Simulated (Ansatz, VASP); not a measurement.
**Al23Ga8N32 (V_Al hop (3.1 A)) in two plane-wave programs**

One calculation is typed for both programs; each brings its own data sets. How far apart do they land? The Ansatz run is a path of several images between two structures; VASP solves its first image, and the two are compared there.

Calculated with Ansatz 0.2.0; plane waves, with VASP 6.6.1 beside it; single point at PBEsol.

### 1. Set-up

The cell holds 63 atoms: 23 Al, 8 Ga and 32 N. Its edges and angles: a = 10.087 Å, b = 8.039 Å, c = 10.836 Å, α = 90.0°, β = 90.0°, γ = 51.1°. It derives from Al3GaN4 (Al3GaN4 (Pm)). Nearest the centre at fractional (0.250, 0.750, 0.501): N42 at 1.26 Å, Al3 at 1.51 Å, N37 at 2.23 Å, N33 at 2.51 Å, N32 at 2.51 Å, Al11 at 2.66 Å, Al10 at 2.66 Å, Ga24 at 2.66 Å. The cell carries charge −3.

### 2. Ansatz: path of images, PBEsol

Ansatz runs on its default PAW (the set named soft_2) files.

A single point gives forces, pressure and levels at one fixed geometry, so differences don't come from the geometry; what else differs is listed under the comparison.

Input file input.yaml:

```yaml
crystal:
  lattice:
    - [10.08692036, 0.0, 0.00025278]
    - [5.04346018, 6.26010452, 0.00012639]
    - [-0.00644816, 0.0, 10.83601904]
  atoms:
    - { symbol: Al, position: [0.12322528, 0.25113165, 0.08331675] }
    - { symbol: Al, position: [0.37540196, 0.749728, 0.08440496] }
    - { symbol: Al, position: [0.12702282, 0.750302, 0.42050163] }
    - { symbol: Al, position: [0.37555906, 0.25101284, 0.41852505] }
    - { symbol: Al, position: [3.321e-05, 0.00062165, 0.16580111] }
    - { symbol: Al, position: [0.25065459, 0.49949121, 0.16588207] }
    - { symbol: Ga, position: [0.2521264, -0.00459169, 0.33721941] }
    - { symbol: Ga, position: [0.49787258, 0.50424744, 0.33722126] }
    - { symbol: "N", position: [0.05404582, 0.00098364, 0.33173104] }
    - { symbol: "N", position: [0.30489667, 0.49983878, 0.331806] }
    - { symbol: "N", position: [0.18555538, 0.75013402, 0.08322232] }
    - { symbol: "N", position: [0.43543997, 0.24871477, 0.08347711] }
    - { symbol: "N", position: [0.18782266, 0.25143936, 0.41989289] }
    - { symbol: "N", position: [0.44480462, 0.75004893, 0.40251152] }
    - { symbol: "N", position: [0.06099013, 0.50065007, 0.16271962] }
    - { symbol: "N", position: [0.30768232, 0.00348033, 0.16130756] }
    - { symbol: Al, position: [0.12960865, 0.24418776, 0.58602386] }
    - { symbol: Al, position: [0.12568332, 0.75018007, 0.91560607] }
    - { symbol: Al, position: [0.37438821, 0.24880475, 0.91570251] }
    - { symbol: Al, position: [0.0026956, -0.00277468, 0.66319592] }
    - { symbol: Al, position: [0.25003312, 0.50316331, 0.66312574] }
    - { symbol: Ga, position: [0.2516176, -0.00190339, 0.82820917] }
    - { symbol: Ga, position: [0.50015952, 0.50143162, 0.82813528] }
    - { symbol: "N", position: [0.05394197, 0.00154038, 0.83377425] }
    - { symbol: "N", position: [0.30534418, 0.49909884, 0.83375176] }
    - { symbol: "N", position: [0.16240744, 0.75049075, 0.58322156] }
    - { symbol: "N", position: [0.43804343, 0.24985462, 0.58218655] }
    - { symbol: "N", position: [0.18602334, 0.25159047, 0.92286685] }
    - { symbol: "N", position: [0.43694785, 0.74996094, 0.92175639] }
    - { symbol: "N", position: [0.06008222, 0.49947219, 0.66400348] }
    - { symbol: "N", position: [0.30723247, 0.02449019, 0.67216364] }
    - { symbol: Al, position: [0.62459956, 0.24843907, 0.08338755] }
    - { symbol: Al, position: [0.8746869, 0.74971463, 0.08322615] }
    - { symbol: Al, position: [0.62269269, 0.7500305, 0.41923541] }
    - { symbol: Al, position: [0.87628534, 0.24929352, 0.41850228] }
    - { symbol: Al, position: [0.49758041, -0.00012102, 0.16738331] }
    - { symbol: Al, position: [0.7475982, 0.50003818, 0.1673281] }
    - { symbol: Ga, position: [0.74879767, 0.00078076, 0.33357585] }
    - { symbol: Ga, position: [1.00011019, 0.49836224, 0.33363182] }
    - { symbol: "N", position: [0.555254, 0.00277887, 0.33258195] }
    - { symbol: "N", position: [0.80801358, 0.49757802, 0.33257725] }
    - { symbol: "N", position: [0.68506192, 0.75014943, 0.08457373] }
    - { symbol: "N", position: [0.93401119, 0.25156238, 0.08333733] }
    - { symbol: "N", position: [0.68894881, 0.24871084, 0.41977576] }
    - { symbol: "N", position: [0.93635133, 0.74987605, 0.41538347] }
    - { symbol: "N", position: [0.56158682, 0.4961388, 0.16126888] }
    - { symbol: "N", position: [0.81176308, -0.00109482, 0.16268476] }
    - { symbol: Al, position: [0.62413103, 0.25518029, 0.58605323] }
    - { symbol: Al, position: [0.88247442, 0.74972076, 0.58305556] }
    - { symbol: Al, position: [0.62439067, 0.75018018, 0.91677187] }
    - { symbol: Al, position: [0.87279847, 0.25164236, 0.91566366] }
    - { symbol: Al, position: [0.49880431, -0.001738, 0.66460722] }
    - { symbol: Al, position: [0.74745526, 0.50158372, 0.66457925] }
    - { symbol: Ga, position: [0.74960136, 0.00181906, 0.83181861] }
    - { symbol: Ga, position: [1.00171736, 0.49769586, 0.83176589] }
    - { symbol: "N", position: [0.55805595, -0.00133643, 0.83473354] }
    - { symbol: "N", position: [0.80653202, 0.50190738, 0.83479096] }
    - { symbol: "N", position: [0.69104066, 0.7499755, 0.58275287] }
    - { symbol: "N", position: [0.93805052, 0.25012228, 0.58211864] }
    - { symbol: "N", position: [0.68748184, 0.24839265, 0.92292924] }
    - { symbol: "N", position: [0.9379972, 0.74994997, 0.92073926] }
    - { symbol: "N", position: [0.58297352, 0.47431099, 0.67224441] }
    - { symbol: "N", position: [0.80936066, 0.00028663, 0.66406164] }
total_charge: -3
basis:
  ecutwfc: 420
  xc_grid: 2
hamiltonian:
  xc: pbesol
kpoints:
  mp_grid: { grid: [1, 1, 1], shift: [0.25, 0.25, 0.25] }
scf:
  occupations: { method: fixed }
  max_iter: 100
output:
  forces: true
neb:
  images: 3
  f_tol: 0.04
  climbing: true
  initial_path: idpp
  max_iterations: 45
  order_check: false
  final_atoms:
    - { symbol: Al, position: [0.12468466, 0.24798634, 0.08516783] }
    - { symbol: Al, position: [0.37479924, 0.74972866, 0.08420934] }
    - { symbol: Al, position: [0.37183906, 0.74956207, 0.58282403] }
    - { symbol: Al, position: [0.3751396, 0.25417527, 0.41453717] }
    - { symbol: Al, position: [0.00138969, 0.00019632, 0.16820319] }
    - { symbol: Al, position: [0.25178648, 0.49971114, 0.16826018] }
    - { symbol: Ga, position: [0.24593119, -0.00330851, 0.33538972] }
    - { symbol: Ga, position: [0.49321532, 0.5028549, 0.33531721] }
    - { symbol: "N", position: [0.04849934, 0.02620103, 0.32315238] }
    - { symbol: "N", position: [0.32481049, 0.47448236, 0.32322226] }
    - { symbol: "N", position: [0.18578568, 0.75011349, 0.08103228] }
    - { symbol: "N", position: [0.43673857, 0.24720269, 0.080079] }
    - { symbol: "N", position: [0.19022623, 0.24855859, 0.42113231] }
    - { symbol: "N", position: [0.44166833, 0.74996449, 0.4213815] }
    - { symbol: "N", position: [0.06211163, 0.4984991, 0.16159773] }
    - { symbol: "N", position: [0.31386569, -0.00170168, 0.1616543] }
    - { symbol: Al, position: [0.12584137, 0.25012001, 0.58245939] }
    - { symbol: Al, position: [0.12532297, 0.75011697, 0.91592006] }
    - { symbol: Al, position: [0.3748822, 0.24744823, 0.91765757] }
    - { symbol: Al, position: [0.00365871, -0.00415521, 0.66321419] }
    - { symbol: Al, position: [0.24959014, 0.50414643, 0.66332848] }
    - { symbol: Ga, position: [0.24670544, -0.00058264, 0.83105226] }
    - { symbol: Ga, position: [0.49663762, 0.49980993, 0.83112738] }
    - { symbol: "N", position: [0.05037067, 0.00530149, 0.83519635] }
    - { symbol: "N", position: [0.30564421, 0.49514086, 0.83530307] }
    - { symbol: "N", position: [0.19437401, 0.74997964, 0.60596524] }
    - { symbol: "N", position: [0.43772972, 0.24881034, 0.58424263] }
    - { symbol: "N", position: [0.18674187, 0.24820444, 0.92020901] }
    - { symbol: "N", position: [0.43612517, 0.74999889, 0.91893816] }
    - { symbol: "N", position: [0.06181608, 0.49896266, 0.66455898] }
    - { symbol: "N", position: [0.31203911, 0.00232983, 0.66381658] }
    - { symbol: Al, position: [0.62286534, 0.25145918, 0.08518168] }
    - { symbol: Al, position: [0.87560919, 0.74967072, 0.08496303] }
    - { symbol: Al, position: [0.63199254, 0.75023832, 0.41786422] }
    - { symbol: Al, position: [0.87882842, 0.24638656, 0.41459119] }
    - { symbol: Al, position: [0.50011599, 0.00153664, 0.16767795] }
    - { symbol: Al, position: [0.75172488, 0.49837208, 0.16765809] }
    - { symbol: Ga, position: [0.75423115, -0.00265735, 0.33559675] }
    - { symbol: Ga, position: [1.00201931, 0.50226685, 0.33572099] }
    - { symbol: "N", position: [0.55483661, -0.00044512, 0.33242768] }
    - { symbol: "N", position: [0.80400517, 0.50135896, 0.33242626] }
    - { symbol: "N", position: [0.68636711, 0.7500664, 0.08296419] }
    - { symbol: "N", position: [0.93395155, 0.25294509, 0.08002702] }
    - { symbol: "N", position: [0.68888081, 0.2511308, 0.42115091] }
    - { symbol: "N", position: [0.91667783, 0.75019831, 0.4207271] }
    - { symbol: "N", position: [0.56252908, 0.50119864, 0.16148663] }
    - { symbol: "N", position: [0.81076575, 0.00096936, 0.16152006] }
    - { symbol: Al, position: [0.62615211, 0.24927759, 0.58251351] }
    - { symbol: Al, position: [0.87734859, 0.74977232, 0.58152159] }
    - { symbol: Al, position: [0.62430201, 0.75009585, 0.91787647] }
    - { symbol: Al, position: [0.872178, 0.25281473, 0.91763688] }
    - { symbol: Al, position: [0.50031413, 0.00052197, 0.66535374] }
    - { symbol: Al, position: [0.75095689, 0.49935465, 0.66529101] }
    - { symbol: Ga, position: [0.74902733, 0.00055415, 0.83298019] }
    - { symbol: Ga, position: [0.99995679, 0.49883331, 0.8329245] }
    - { symbol: "N", position: [0.5554923, -0.00117926, 0.83342857] }
    - { symbol: "N", position: [0.80421715, 0.50161309, 0.8333745] }
    - { symbol: "N", position: [0.68496553, 0.75011849, 0.58829081] }
    - { symbol: "N", position: [0.93654852, 0.2515762, 0.58410614] }
    - { symbol: "N", position: [0.68499656, 0.2516644, 0.92028401] }
    - { symbol: "N", position: [0.93691652, 0.74992171, 0.92009739] }
    - { symbol: "N", position: [0.56486368, 0.49704146, 0.6638338] }
    - { symbol: "N", position: [0.81069399, 0.00068151, 0.66460669] }
```

The run is started by

```bash
$ ansatz run input.yaml --threads 4 --pin off --max-ram 14131MiB --backend cpu --events-out ev --progress --plain --runs-dir out
```

Numbers of over 12 decimals in the logs are rounded to 6 here.

The program printed:

```text
Warning: neb: disabling space-group detection — the band's intermediate images generally break the endpoint symmetry, so the full k-mesh is solved, and no spatial operation symmetrises the density, except that a semilocal band can use its path's symmetry ahead of convergence
Engine: ansatz 0.2.0, aarch64-unknown-linux-gnu
Pseudopotentials: kind: paw
Pseudopotential: Al, paw, valence charge 3, recommended cutoff 420 eV (normal), Al.paw.azcp
Pseudopotential: Ga, paw, valence charge 13, recommended cutoff 420 eV (normal), Ga.paw.azcp
Pseudopotential: N, paw, valence charge 5, recommended cutoff 420 eV (normal), N.paw.azcp
Functional definition: PBEsol
  exchange = pbesol_x
  correlation = pbesol_c
parallel-image band execution: 3 concurrent image workers
NEB image 0
Crystal: 63 atoms, lattice volume = 684.242 Å³
Basis set: ecut = 420 eV, 13429 PW (Γ), exchange–correlation on 144×108×150 points (8 copies of the dense FFT grid, shifted against one another)
Bands: 231, of which v1, the nominal top of the filled ones, is band 168 counted from 1 (167 counted from 0)
Symmetry: 1 space group operations
k-points: 1
Non-local potential: Al, projectors of the file, l = 0: 2, l = 1: 2, l = 2: 1
Non-local potential: Ga, projectors of the file, l = 0: 2, l = 1: 2, l = 2: 3, l = 3: 1
Non-local potential: N, projectors of the file, l = 0: 2, l = 1: 2, l = 2: 1
PAW form: soft (Blöchl's): semilocal exchange-correlation on the pseudo side does not see the compensation charge
PAW frozen core: Al, regenerated for the run's functional, and the local potential with it (the file was generated under x = pbe(κ = 0.804, μ = 0.219515), c = pbe(β = 0.066725))
PAW frozen core: Ga, regenerated for the run's functional, and the local potential with it (the file was generated under x = pbe(κ = 0.804, μ = 0.219515), c = pbe(β = 0.066725))
PAW frozen core: N, regenerated for the run's functional, and the local potential with it (the file was generated under x = pbe(κ = 0.804, μ = 0.219515), c = pbe(β = 0.066725))
PAW one-centre angular grid: Al, 110 points (default); XC on 64 Gauss nodes
PAW one-centre angular grid: Ga, 590 points (default); XC on 64 Gauss nodes
PAW one-centre angular grid: N, 110 points (default); XC on 64 Gauss nodes
Initial density: superposition of atomic densities (neutral atoms scaled as one to the charged cell's electrons: chi_scale 0, normalization atom), corrected by the library's trained network
Initial wavefunctions: pseudopotential atomic-orbital guess
Functional: x = pbesol(κ = 0.804, μ = 0.123457), c = pbesol(β = 0.046)
SCF iter   1: F=—  HF=-54168.885982 eV  |F-HF|=—  |Δ(HF+E_count)|=         —  Δρ=3.15e-2  dr2=6.13e0  ethr=1.77e-3  ⟨swp⟩=5.0  Hψ=780  notcnv=0  defer=59
preconditioner: auto → Resta (q_TF=auto, 2.423 Å⁻¹)  ε∞=4.4  [insulator: Δε(μ)=3.499 eV  Ē_g=14.152 eV  n_scr=158 (ndim 8)  ℏωp=26.0 eV  f_vac=0.001  ε∞_Penn≈4.4]
SCF iter   2: F=—  HF=-54166.958262 eV  |F-HF|=—  |Δ(HF+E_count)|=    1.93e0  Δρ=7.55e-3  dr2=5.13e-1  ethr=1.77e-3  ⟨swp⟩=2.0  Hψ=382  notcnv=0  defer=57
SCF iter   3: F=—  HF=-54166.720344 eV  |F-HF|=—  |Δ(HF+E_count)|=   2.38e-1  Δρ=4.07e-3  dr2=1.68e-1  ethr=1.53e-4  ⟨swp⟩=2.0  Hψ=338  notcnv=0  defer=61
SCF iter   4: F=—  HF=-54166.673905 eV  |F-HF|=—  |Δ(HF+E_count)|=   4.64e-2  Δρ=1.33e-3  dr2=1.52e-2  ethr=4.99e-5  ⟨swp⟩=3.0  Hψ=342  notcnv=0  defer=61
SCF iter   5: F=—  HF=-54166.674752 eV  |F-HF|=—  |Δ(HF+E_count)|=   8.46e-4  Δρ=6.60e-4  dr2=2.79e-3  ethr=4.52e-6  ⟨swp⟩=2.0  Hψ=406  notcnv=0  defer=61
SCF iter   6: F=—  HF=-54166.674688 eV  |F-HF|=—  |Δ(HF+E_count)|=   6.35e-5  Δρ=1.62e-4  dr2=2.53e-4  ethr=8.31e-7  ⟨swp⟩=2.0  Hψ=336  notcnv=0  defer=61
SCF iter   7: F=—  HF=-54166.674677 eV  |F-HF|=—  |Δ(HF+E_count)|=   1.09e-5  Δρ=9.95e-5  dr2=7.04e-5  ethr=7.53e-8  ⟨swp⟩=2.0  Hψ=341  notcnv=0  defer=58
SCF iter   8: F=—  HF=-54166.674999 eV  |F-HF|=—  |Δ(HF+E_count)|=   3.22e-4  Δρ=2.10e-5  dr2=5.72e-6  ethr=2.10e-8  ⟨swp⟩=2.0  Hψ=317  notcnv=0  defer=57
SCF iter   9: F=—  HF=-54166.675001 eV  |F-HF|=—  |Δ(HF+E_count)|=   2.05e-6  Δρ=1.26e-5  dr2=1.19e-6  ethr=1.70e-9  ⟨swp⟩=2.0  Hψ=324  notcnv=0  defer=57
SCF iter  10: F=—  HF=-54166.675001 eV  |F-HF|=—  |Δ(HF+E_count)|=   7.54e-8  Δρ=3.53e-6  dr2=1.10e-7  ethr=3.55e-10  ⟨swp⟩=2.0  Hψ=326  notcnv=0  defer=57
SCF iter  11: F=-54166.675001 eV  HF=-54166.675001 eV  |F-HF|=1.96e-10  |Δ(HF+E_count)|=   6.09e-8  Δρ=1.51e-6  dr2=1.83e-8  ethr=2.98e-11  ⟨swp⟩=4.0  Hψ=721  notcnv=0
SCF 1 converged in 11 iterations: F = -54166.675001 eV  dr2 = 1.83e-8
  greatest PAW one-centre occupation: 0.996 electrons in one spin orbital (limit 2), on the Ga atom at site 21 (counted from 0), in its partial waves of l = 2
NSCF: frozen V_eff on 1 k-points
NEB image 4
[...]
atom  55  Ga     0.00058799     0.00005413     0.00013032
  atom  56  N      0.00010337     0.00126730    -0.00030796
  atom  57  N      0.00049510    -0.00163103     0.00002041
  atom  58  N     -0.00086049    -0.00138323    -0.00315161
  atom  59  N      0.00039479    -0.00308549    -0.00189763
  atom  60  N      0.00026752    -0.00068985     0.00001307
  atom  61  N      0.00024028    -0.00015409     0.00022176
  atom  62  N     -0.00190240    -0.00374992     0.00120889
  atom  63  N      0.00209592     0.00103932    -0.00029079
  max |Σ_I F_I| component: 1.74e-5 eV/Å
--- Band table (eV) ---
  k-point 0: bands = [... 164 lower, 7.7859, 7.9833, 8.1179, 8.5015, 11.4872, 12.2520, 12.5261, 12.6154, ... 59 higher]
this run last wrote the band of iteration 17 to <dir>; this run last wrote the band within `neb.f_tol` of iteration 15 to <dir>
--- NEB band (5 images, 17 band iterations, 358 SCF iterations) ---
  forward barrier  = 2.499656 eV
  backward barrier = 2.600953 eV
  climbing image's point = of an order that was not read
  energies are F+E_penalty+E_count in eV, relative to image 0
  image     s (Å)  Δ vs image 0  max|band force component| (eV/Å)
      0    0.0000      0.000000                                 —
      1    1.1042      0.973085                          2.032e-3
  *   2    2.2085      2.499656                          2.012e-2
      3    2.9568      1.053095                          1.320e-2
      4    3.7049     -0.101297                                 —
  climbing-image geometry (image 2):
  cell:  # Å, volume = 684.2423 Å³
    - [10.08692036, 0.0, 0.00025278]
    - [5.04346018, 6.26010452, 0.00012639]
    - [-0.00644816, 0.0, 10.83601904]
  atoms:
    - { symbol: Al, position: [0.124872, 0.250689, 0.079797] }
    - { symbol: Al, position: [0.376333, 0.747869, 0.080073] }
    - { symbol: Al, position: [0.268041, 0.796025, 0.498599] }
    - { symbol: Al, position: [0.374128, 0.259476, 0.417056] }
    - { symbol: Al, position: [0.00980571, -0.00773823, 0.178899] }
    - { symbol: Al, position: [0.255009, 0.498605, 0.171652] }
    - { symbol: Ga, position: [0.254736, 0.017429, 0.320927] }
    - { symbol: Ga, position: [0.508275, 0.491361, 0.327428] }
    - { symbol: N, position: [0.073233, 0.00320058, 0.341248] }
    - { symbol: N, position: [0.325074, 0.485541, 0.329310] }
    - { symbol: N, position: [0.187258, 0.749145, 0.085166] }
    - { symbol: N, position: [0.438428, 0.248191, 0.081645] }
    - { symbol: N, position: [0.187618, 0.257720, 0.419736] }
    - { symbol: N, position: [0.438601, 0.753615, 0.405495] }
    - { symbol: N, position: [0.065077, 0.497151, 0.161886] }
    - { symbol: N, position: [0.316433, 0.000822943, 0.152346] }
    - { symbol: Al, position: [0.121940, 0.253763, 0.583149] }
    - { symbol: Al, position: [0.124614, 0.749737, 0.918323] }
    - { symbol: Al, position: [0.373645, 0.247562, 0.917360] }
    - { symbol: Al, position: [-0.010176, 0.00480218, 0.670412] }
    - { symbol: Al, position: [0.248015, 0.498475, 0.667268] }
    - { symbol: Ga, position: [0.248021, -0.00456819, 0.822444] }
    - { symbol: Ga, position: [0.497815, 0.498592, 0.826793] }
    - { symbol: N, position: [0.050237, 0.00329554, 0.837686] }
    - { symbol: N, position: [0.303995, 0.496553, 0.836946] }
    - { symbol: N, position: [0.162911, 0.753158, 0.603950] }
    - { symbol: N, position: [0.434722, 0.247881, 0.584478] }
    - { symbol: N, position: [0.186135, 0.247215, 0.917174] }
    - { symbol: N, position: [0.434763, 0.749762, 0.916725] }
    - { symbol: N, position: [0.057693, 0.499645, 0.665551] }
    - { symbol: N, position: [0.301850, 0.00665374, 0.656558] }
    - { symbol: Al, position: [0.627721, 0.247066, 0.083732] }
    - { symbol: Al, position: [0.878462, 0.749432, 0.085123] }
    - { symbol: Al, position: [0.630195, 0.748176, 0.419829] }
    - { symbol: Al, position: [0.882111, 0.242359, 0.419152] }
    - { symbol: Al, position: [0.504161, 0.000248638, 0.164902] }
    - { symbol: Al, position: [0.754179, 0.497350, 0.166757] }
    - { symbol: Ga, position: [0.749768, -0.00308319, 0.336478] }
    - { symbol: Ga, position: [0.997997, 0.506420, 0.334558] }
    - { symbol: N, position: [0.549881, 0.00165925, 0.332032] }
    - { symbol: N, position: [0.805023, 0.495693, 0.332682] }
    - { symbol: N, position: [0.689364, 0.748453, 0.082965] }
    - { symbol: N, position: [0.939379, 0.245140, 0.086639] }
    - { symbol: N, position: [0.692460, 0.246170, 0.420701] }
    - { symbol: N, position: [0.913946, 0.751564, 0.420061] }
    - { symbol: N, position: [0.566414, 0.498863, 0.156434] }
    - { symbol: N, position: [0.815372, -0.000775682, 0.165588] }
    - { symbol: Al, position: [0.622340, 0.251189, 0.584547] }
    - { symbol: Al, position: [0.877299, 0.749818, 0.582521] }
    - { symbol: Al, position: [0.622916, 0.749053, 0.916866] }
    - { symbol: Al, position: [0.872794, 0.249555, 0.920771] }
    - { symbol: Al, position: [0.492740, -0.00436749, 0.662249] }
    - { symbol: Al, position: [0.741988, 0.500897, 0.665972] }
    - { symbol: Ga, position: [0.744606, 0.000643331, 0.833090] }
    - { symbol: Ga, position: [0.997223, 0.498787, 0.832629] }
    - { symbol: N, position: [0.551485, -0.00180744, 0.832573] }
    - { symbol: N, position: [0.803719, 0.499025, 0.835875] }
    - { symbol: N, position: [0.684667, 0.747906, 0.587517] }
    - { symbol: N, position: [0.934601, 0.250798, 0.585525] }
    - { symbol: N, position: [0.686268, 0.247864, 0.921484] }
    - { symbol: N, position: [0.936034, 0.750052, 0.920700] }
    - { symbol: N, position: [0.570590, 0.482029, 0.666339] }
    - { symbol: N, position: [0.804119, 0.000177741, 0.665960] }
```

(Continued in part 2 of 2.)

[Lines on the potential files, build, host, timing and source positions are cut from VASP's logs without a mark.]

[Logs are printed without paths, hosts, clocks, repeated set-up lines and the standing remarks that a program may print on its own settings, such as how far it seeks lower states.]

[Hosts, paths, dates, database ids (printed as entryN), source tags and the programs' standing remarks are cut or masked in the printed files.]
